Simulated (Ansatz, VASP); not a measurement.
# H15C19 (amorphous poly(p-phenylene) at 300 K): VASP beside Ansatz

One calculation is typed for both programs; each brings its own data sets. How far apart do they land? The cell is taken from a series of runs on this material, whose earlier steps may have relaxed, scaled, displaced or heated it; both programs get it as it stands.

Program: Ansatz 0.2.0. Level of theory: plane waves, with VASP 6.6.1 beside it; single point at PBE with D3(BJ). Results are calculated unless marked as measured.

## 1. The starting structure

The cell holds 204 atoms: 114 C and 90 H. Cell: a = 12.642 Å, b = 12.642 Å, c = 12.642 Å, α = 90.0°, β = 90.0°, γ = 90.0°. As first built, before any earlier steps moved the atoms (in the runner's words): 3 poly(p-phenylene) chains of 6 units placed at random, at 1.2 g/cm^3; overlaps pushed apart, then 20 ps at 800 K with MMFF94 bonds, angles, torsions, charges and radii (Halgren, J. Comput. Chem. 17, 490 (1996)) in harmonic and 12-6 forms; charges of ions scaled by 0.8. Snapshot after 30 ps at 300 K and fixed volume.

## 2. VASP: single point, PBE with D3(BJ)

A single point gives forces, pressure and levels at one fixed geometry, so differences don't come from the geometry; what else differs is listed under the comparison.

Lines of VASP's logs that name or quote its potential files are left out, and so is its time.

Input file INCAR:

```
SYSTEM = H15C19
PREC = Accurate
ENCUT = 600
EDIFF = 1E-06
NELM = 120
ISMEAR = 0
SIGMA = 0.01
LREAL = Auto
ALGO = Normal
GGA = PE
IVDW = 12
NBANDS = 415
LORBIT = 11
LWAVE = .FALSE.
LCHARG = .FALSE.
ISIF = 2
LASPH = .TRUE.
GGA_COMPAT = .FALSE.
EFERMI = MIDGAP
```

Input file POSCAR:

```
H15C19
1.0
   12.6416700000      0.0000000000      0.0000000000
    0.0000000000     12.6416700000      0.0000000000
    0.0000000000      0.0000000000     12.6416700000
C H
114 90
Direct
    0.5409600000      0.3888600000      0.9204800000
    0.5331300000      0.2786000000      0.8768700000
    0.6222000000      0.2128300000      0.8731400000
    0.6169000000      0.1115100000      0.8310100000
    0.5221500000      0.0722400000      0.7884400000
    0.4333200000      0.1386400000      0.7898700000
    0.4386500000      0.2391800000      0.8347600000
    0.5177100000      0.9637500000      0.7457200000
    0.5738300000      0.8821900000      0.7961400000
    0.5683700000      0.7787200000      0.7601100000
    0.5109800000      0.7533000000      0.6684600000
    0.4571700000      0.8353500000      0.6160600000
    0.4584700000      0.9381500000      0.6553100000
    0.5101900000      0.6438100000      0.6283200000
    0.5169700000      0.6231500000      0.5195000000
    0.5189600000      0.5202900000      0.4808600000
    0.5135800000      0.4334000000      0.5499400000
    0.5053000000      0.4540300000      0.6587900000
    0.5036000000      0.5570200000      0.6972500000
    0.5150500000      0.3244100000      0.5086300000
    0.5678400000      0.2417700000      0.5608500000
    0.5698000000      0.1400600000      0.5187700000
    0.5163800000      0.1160400000      0.4243800000
    0.4635000000      0.1990100000      0.3725400000
    0.4634100000      0.3008500000      0.4131800000
    0.5109600000      0.0078300000      0.3810000000
    0.4186500000      0.9741600000      0.3290200000
    0.4095800000      0.8728800000      0.2884300000
    0.4924700000      0.7995800000      0.2964900000
    0.5860700000      0.8336300000      0.3459900000
[... 168 atom lines left out ...]
    0.4169000000      0.1464000000      0.0921300000
    0.6441500000      0.8937600000      0.1042000000
    0.5153000000      0.7735000000      0.0200500000
    0.5848600000      0.1638800000      0.2001200000
    0.6804000000      0.0618400000      0.1963800000
    0.6625600000      0.1463300000      0.0851800000
```

Input file KPOINTS:

```
Automatic mesh
0
Gamma
1 1 1
0 0 0
```

PAW data sets: C and H (PBE family, release 64).

On the command line:

```sh
$ export OMP_NUM_THREADS=3
$ mpirun -np 1 vasp_gam
```

Numbers of over 12 decimals in the logs are rounded to 6 here.

The log of the run:

```text
[banner, memory and clock lines left out]
running    1 mpi-ranks, on    1 nodes
[...]
Offloading initialized ...    1 GPUs detected
[...]
LDA part: xc-table for (Slater+PW92), standard interpolation
 POSCAR, INCAR and KPOINTS ok, starting setup
[...]
entering main loop
       N       E                     dE             d eps       ncg     rms          rms(c)
DAV:   1     0.390307875496E+04    0.39031E+04   -0.30571E+05   830   0.137E+03
DAV:   2    -0.100310742845E+04   -0.49062E+04   -0.46075E+04  1037   0.298E+02
DAV:   3    -0.146846496974E+04   -0.46536E+03   -0.45957E+03  1028   0.912E+01
DAV:   4    -0.148098445396E+04   -0.12519E+02   -0.12470E+02  1052   0.168E+01
[...]
DAV:  16    -0.135857085766E+04    0.16137E-04   -0.41776E-05  1060   0.192E-02    0.759E-03
DAV:  17    -0.135857085645E+04    0.12044E-05   -0.23737E-05  1116   0.123E-02    0.387E-03
DAV:  18    -0.135857085681E+04   -0.35976E-06   -0.90388E-06   996   0.601E-03
   1 F= -.13742647E+04 E0= -.13742647E+04  d E =0.000000E+00
```

OUTCAR, selected parts (step 2):

```text
  FREE ENERGIE OF THE ION-ELECTRON SYSTEM (eV)
  ---------------------------------------------------
  free  energy   TOTEN  =     -1374.2646899765 eV

  energy  without entropy=    -1374.2646899765  energy(sigma->0) =    -1374.26468998
```

The run ends at a pressure of 0.18 GPa, with forces up to 0.059 eV/Å.

## 3. Ansatz: single point, PBE with D3(BJ)

Ansatz runs on its default PAW (the set named soft_2) files.

The same cell, functional and mesh now go to Ansatz, which takes its cutoff from its data sets.

Input file input.yaml:

```yaml
crystal:
  lattice:
    - [12.64167, 0.0, 0.0]
    - [0.0, 12.64167, 0.0]
    - [0.0, 0.0, 12.64167]
  atoms:
    - { symbol: C, position: [0.54096, 0.38886, 0.92048] }
    - { symbol: C, position: [0.53313, 0.2786, 0.87687] }
    - { symbol: C, position: [0.6222, 0.21283, 0.87314] }
    - { symbol: C, position: [0.6169, 0.11151, 0.83101] }
    - { symbol: C, position: [0.52215, 0.07224, 0.78844] }
    - { symbol: C, position: [0.43332, 0.13864, 0.78987] }
    - { symbol: C, position: [0.43865, 0.23918, 0.83476] }
    - { symbol: C, position: [0.51771, 0.96375, 0.74572] }
    - { symbol: C, position: [0.57383, 0.88219, 0.79614] }
    - { symbol: C, position: [0.56837, 0.77872, 0.76011] }
    - { symbol: C, position: [0.51098, 0.7533, 0.66846] }
    - { symbol: C, position: [0.45717, 0.83535, 0.61606] }
    - { symbol: C, position: [0.45847, 0.93815, 0.65531] }
    - { symbol: C, position: [0.51019, 0.64381, 0.62832] }
    - { symbol: C, position: [0.51697, 0.62315, 0.5195] }
    - { symbol: C, position: [0.51896, 0.52029, 0.48086] }
    - { symbol: C, position: [0.51358, 0.4334, 0.54994] }
    - { symbol: C, position: [0.5053, 0.45403, 0.65879] }
    - { symbol: C, position: [0.5036, 0.55702, 0.69725] }
    - { symbol: C, position: [0.51505, 0.32441, 0.50863] }
    - { symbol: C, position: [0.56784, 0.24177, 0.56085] }
    - { symbol: C, position: [0.5698, 0.14006, 0.51877] }
    - { symbol: C, position: [0.51638, 0.11604, 0.42438] }
    - { symbol: C, position: [0.4635, 0.19901, 0.37254] }
    - { symbol: C, position: [0.46341, 0.30085, 0.41318] }
    - { symbol: C, position: [0.51096, 0.00783, 0.381] }
    - { symbol: C, position: [0.41865, 0.97416, 0.32902] }
    - { symbol: C, position: [0.40958, 0.87288, 0.28843] }
    - { symbol: C, position: [0.49247, 0.79958, 0.29649] }
    - { symbol: C, position: [0.58607, 0.83363, 0.34599] }
[... 168 atom lines left out ...]
    - { symbol: H, position: [0.4169, 0.1464, 0.09213] }
    - { symbol: H, position: [0.64415, 0.89376, 0.1042] }
    - { symbol: H, position: [0.5153, 0.7735, 0.02005] }
    - { symbol: H, position: [0.58486, 0.16388, 0.20012] }
    - { symbol: H, position: [0.6804, 0.06184, 0.19638] }
    - { symbol: H, position: [0.66256, 0.14633, 0.08518] }
kpoints:
  mp_grid: { grid: [1, 1, 1] }
hamiltonian:
  xc: pbe
  dispersion: d3bj
scf:
  occupations: { method: fixed }
output:
  forces: true
  stress: true
  populations: true
  dos:
    method: { smearing: { sigma: 0.15 } }
    de: 0.1
    projected: { site_lists: { C: [C], H: [H] } }
  eigenvalues: true
  write_density: true
  write_potential: true
  volumetric_format: npy
```

On the command line:

```sh
$ ansatz run input.yaml --threads 4 --pin off --max-ram 8192MiB --backend cpu --events-out ev --progress --plain --runs-dir out
```

The log of the run:

```text
Engine: ansatz 0.2.0, x86_64-unknown-linux-gnu
Pseudopotentials: kind: paw
Pseudopotential: C, paw, valence charge 4, recommended cutoff 420 eV (normal), C.paw.azcp
Pseudopotential: H, paw, valence charge 1, recommended cutoff 420 eV (normal), H.paw.azcp
Functional definition: PBE
  parameter kappa = 0.804
  parameter beta = 0.066725
  exchange = pbe_x(kappa = kappa, mu = beta*pi^2/3)
  correlation = pbe_c(beta = beta)
Crystal: 204 atoms, lattice volume = 2020.288 Å³
Basis set: ecut = 420 eV, 39607 PW (Γ), exchange–correlation on 180×180×180 points (8 copies of the dense FFT grid, shifted against one another)
Bands: 477, of which v1, the nominal top of the filled ones, is band 273 counted from 1 (272 counted from 0)
Symmetry: 1 space group operations
Space group: P1 (ITA 1), of the structure as read, at distance tolerance 1.3e-4 Å
k-points: 1
Non-local potential: C, projectors of the file, l = 0: 2, l = 1: 2, l = 2: 1
Non-local potential: H, projectors of the file, l = 0: 2, l = 1: 1
PAW form: soft (Blöchl's): semilocal exchange-correlation on the pseudo side does not see the compensation charge
PAW one-centre angular grid: C, 110 points (default); XC on 64 Gauss nodes
PAW one-centre angular grid: H, 110 points (default); XC on 64 Gauss nodes
Initial density: superposition of atomic densities (neutral atoms: chi_scale 0, normalization atom), corrected by the library's trained network
Initial wavefunctions: pseudopotential atomic-orbital guess
Functional: x = pbe(κ = 0.804, μ = 0.219515), c = pbe(β = 0.066725)
SCF iter   1: F=—  HF=-30053.523789 eV  |F-HF|=—  |Δ(HF+E_count)|=         —  Δρ=3.39e-3  dr2=3.12e-1  ethr=1.77e-3  ⟨swp⟩=5.0  Hψ=1644  notcnv=0  defer=201
preconditioner: auto → Resta (q_TF=auto, 2.194 Å⁻¹)  ε∞=2.6  [insulator: Δε(μ)=2.526 eV  Ē_g=15.140 eV  n_scr=364 (ndim 8)  ℏωp=19.3 eV  f_vac=0.158  ε∞_Penn≈2.6]
SCF iter   2: F=—  HF=-30053.507300 eV  |F-HF|=—  |Δ(HF+E_count)|=   1.65e-2  Δρ=1.66e-3  dr2=5.37e-2  ethr=5.71e-5  ⟨swp⟩=3.0  Hψ=824  notcnv=0  defer=202
SCF iter   3: F=—  HF=-30053.522718 eV  |F-HF|=—  |Δ(HF+E_count)|=   1.54e-2  Δρ=6.38e-4  dr2=1.03e-2  ethr=9.84e-6  ⟨swp⟩=3.0  Hψ=459  notcnv=0  defer=202
SCF iter   4: F=—  HF=-30053.525541 eV  |F-HF|=—  |Δ(HF+E_count)|=   2.82e-3  Δρ=1.83e-4  dr2=1.23e-3  ethr=1.88e-6  ⟨swp⟩=2.0  Hψ=498  notcnv=0  defer=202
SCF iter   5: F=—  HF=-30053.525993 eV  |F-HF|=—  |Δ(HF+E_count)|=   4.51e-4  Δρ=7.82e-5  dr2=2.26e-4  ethr=2.26e-7  ⟨swp⟩=2.0  Hψ=474  notcnv=0  defer=202
SCF iter   6: F=—  HF=-30053.526014 eV  |F-HF|=—  |Δ(HF+E_count)|=   2.08e-5  Δρ=2.92e-5  dr2=2.38e-5  ethr=4.13e-8  ⟨swp⟩=2.0  Hψ=496  notcnv=0  defer=200
SCF iter   7: F=—  HF=-30053.526046 eV  |F-HF|=—  |Δ(HF+E_count)|=   3.22e-5  Δρ=1.01e-5  dr2=3.25e-6  ethr=4.35e-9  ⟨swp⟩=2.0  Hψ=654  notcnv=0  defer=200
SCF iter   8: F=—  HF=-30053.526046 eV  |F-HF|=—  |Δ(HF+E_count)|=   4.62e-7  Δρ=3.30e-6  dr2=3.14e-7  ethr=5.95e-10  ⟨swp⟩=2.0  Hψ=507  notcnv=0  defer=200
SCF iter   9: F=-30053.526046 eV  HF=-30053.526046 eV  |F-HF|=4.60e-9  |Δ(HF+E_count)|=   1.73e-7  Δρ=1.19e-6  dr2=4.60e-8  ethr=1.83e-11  ⟨swp⟩=22.0  Hψ=4801  notcnv=0
SCF 1 converged in 9 iterations: F = -30053.526046 eV  dr2 = 4.60e-8
  greatest PAW one-centre occupation: 0.681 electrons in one spin orbital (limit 2), on the C atom at site 159 (counted from 0), in its partial waves of l = 0
SCF converged after 9 iterations
Free energy (F): -30053.526046 eV
Harris-Foulkes:  -30053.526046 eV  (|F-HF|=4.60e-9)
Internal energy: -30053.526046 eV  (E = F + TS)
E sigma→0 (E₀):  -30053.526046 eV
Fermi energy:    1.043281 eV
--- Per-component energies (eV) ---
  E_band       = -3345.737039
  E_kinetic    = 11573.230562
  E_local      = -31559.913073  (includes V_loc(G=0)·N_el)
  E_nonlocal   = 3277.609145
  E_hartree    = 11000.698840
  E_xc         = -6269.975047
  E_vxc        = -7798.702178  (∫ρ·V_xc dr)
  E_paw        = -11376.893020  (= ΣΔE_a)
  E_vpaw       = -839.232732  (= ΣTr[D̂ρ^β])
  E_aug_tail   = -0.122701  (compensation charges beyond the density's cutoff)
  E_ewald      = -6682.464502
  E_disp       = -15.696251  (pairwise vdW)
  E_smearing   = -0.000000  (= −TS)
  E_closure    = 0.000000  (closes the sum)
  Σ components = -30053.526046   (vs F -30053.526046, Δ=0.00e0)
--- Forces (eV/Å), atoms counted from 1 ---
  atom   1  C      0.01087022     0.00573645    -0.01694196
  atom   2  C     -0.01036215     0.01239656    -0.00203801
  atom   3  C      0.01609084    -0.01795395     0.00148865
  atom   4  C     -0.00468136     0.00683510     0.00308984
  atom   5  C     -0.00434461     0.00097275     0.00780912
  atom   6  C      0.00943448    -0.01098224    -0.00612932
  atom   7  C      0.00530166     0.00723058     0.00319256
  atom   8  C     -0.00296112     0.00020288     0.00145122
  atom   9  C      0.01008042     0.01182003     0.01036338
[...]
--- Löwdin populations: 204 sites ---
  site symbol       q [e]
     0      C      4.4520
     1      C      3.9510
     2      C      4.1397
     3      C      4.1272
     4      C      3.9617
     5      C      4.1186
     6      C      4.1380
     7      C      3.9612
     8      C      4.1243
     9      C      4.1272
    10      C      3.9728
    11      C      4.1351
    12      C      4.1299
    13      C      3.9707
    14      C      4.1357
    15      C      4.1312
    16      C      3.9656
    17      C      4.1308
    18      C      4.1294
    19      C      3.9536
    20      C      4.1173
    21      C      4.1207
    22      C      3.9654
    23      C      4.1369
[...]
196      H      0.8231
   197      H      0.8269
   198      H      0.8180
   199      H      0.8164
   200      H      0.8058
   201      H      0.8090
   202      H      0.8172
   203      H      0.8157
  spilling = 0.011288 (of n_electrons = 546.000000)
```

The column dr2 measures how far the density is from self-consistency, as an energy; F and HF (Harris–Foulkes) agree once it is small.

## 4. Differences

Known differences besides the potentials themselves: fixed occupations in Ansatz, narrow Gaussian smearing in VASP; the cutoff is 420 eV in Ansatz and 600 eV in VASP (PREC = Accurate, projectors in real space). Total energies have different zeros and are not compared.

The two programs side by side:

| quantity | Ansatz | VASP | difference |
| --- | --- | --- | --- |
| pressure (GPa) | 0.21 | 0.18 | +0.04 |
| gap on the k mesh (eV) | 2.444 | 2.444 | +0.001 |

At this near-relaxed geometry the largest component of a force difference is 34 meV/Å. A gap on the mesh is an upper bound, since the band edges may lie between its points.

## 5. Summary of results

* r.m.s. force difference (single point, PBE with D3(BJ)): 14 meV/Å

In words: The r.m.s. force difference is 14 meV/Å (single point, PBE with D3(BJ)), beyond the 12 meV/Å picked in this series as the mark of a large difference. What causes the difference of the single point, PBE with D3(BJ) pair stays open here. Such differences can come from data sets, numerical settings and the points named under the comparisons, not from the functional's error against experiment.

[Lines on the potential files, build, host, timing and source positions are cut from VASP's logs without a mark.]

[Logs are printed without paths, hosts, clocks, repeated set-up lines and the standing remarks that a program may print on its own settings, such as how far it seeks lower states.]

[Hosts, paths, dates, database ids (printed as entryN), source tags and the programs' standing remarks are cut or masked in the printed files.]

[The MMFF94 radii named for the starting cell were scaled by 0.96; in molecules described by MMFF94, hydrogen bound to N, O or S took a small fixed 12-6 site in their place.]
